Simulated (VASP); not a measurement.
Energy against volume of Nb (bcc). Calculation: r2SCAN+rVV10, VASP's PBE PAW potentials (set 64) (plane waves; VASP 6.6.1). Run with 520 eV cut-off, 15×15×15 Γ-centred mesh, first-order Methfessel-Paxton smearing of 0.10 eV, potentials Nb_sv.

| V (Å³/atom) | E (eV/atom) |
|---|---|
| 17.381 | -24.61947 |
| 17.919 | -24.62810 |
| 18.456 | -24.61899 |
| 18.994 | -24.59489 |

Problem. Fit these four points and predict the energy of the run at 16.844 Å³/atom.

Solution. A cubic in V^(−2/3), the third-order Birch-Murnaghan form, passes through the four points with V0 = 17.90 Å³/atom and B0 = 177 GPa, and gives -24.5898 eV/atom there. The run gave -24.5896 eV/atom, +0.2 meV/atom from the fit; all five points give B0 = 177 GPa.

The compound is Nb in the bcc structure. It was relaxed first.
